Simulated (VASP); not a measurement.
CdHgSe2 under changes of volume

One of the cells (29.915 Å³/atom); the others are scaled copies at fixed shape and fractional positions:

```
Hg Cd Se
1.0
     4.39313    0.00000    0.00000
     0.00000    4.39313    0.00000
     0.00000    0.00000    6.20003
Hg Cd Se
1 1 2
Direct
  0.00000 0.00000 0.00000
  0.50000 0.50000 0.50000
  0.50000 0.00000 0.74699
  0.00000 0.50000 0.25301
```

The cell comes from a database or a generator and needn't be the stable form of this composition.

- Program: VASP 6.6.1
- Functional: PBEsol
- Potentials or basis: VASP PAW PBE potentials, release 64 (Hg, Cd, Se)
- Cutoff: 520 eV
- k mesh: 6 × 6 × 5
- Occupations: fermi-dirac, width 0.05 eV
- Spin: no spin polarisation

| volume (Å³/atom) | energy over the lowest point (meV/atom) | pressure (GPa) | largest force (eV/Å) |
| --- | --- | --- | --- |
| 27.568 | 7.39 | 2.2 | 0.002 |
| 28.155 | 1.55 | 1.0 | 0.007 |
| 28.741 | 0.00 | -0.1 | 0.011 |
| 29.915 | ? | ? | ? |
| 30.501 | 16.54 | -2.8 | 0.016 |
| 31.088 | 27.81 | -3.4 | 0.016 |

Task: What does the run at 29.915 Å³/atom give?

Result: Energy over the lowest point 7.90 meV/atom; pressure -2.0 GPa; largest force 0.016 eV/Å.

Worked out: A Birch-Murnaghan fit of order 3 (a polynomial in V^(-2/3)) to the other rows has its minimum at 28.67 Å³/atom with B0 = V·E''(V) = 52 GPa and B' = 5.0 at fixed shape and positions, which overstates the stiffness. It gives 7.92 meV/atom at 29.915 Å³/atom, against the run's 7.90, and -dE/dV = -2.0 GPa, against -2.0.

Energies are extrapolated to zero smearing.

Caveats: the PAW data sets were made with another functional, which shifts forces and pressure a little.
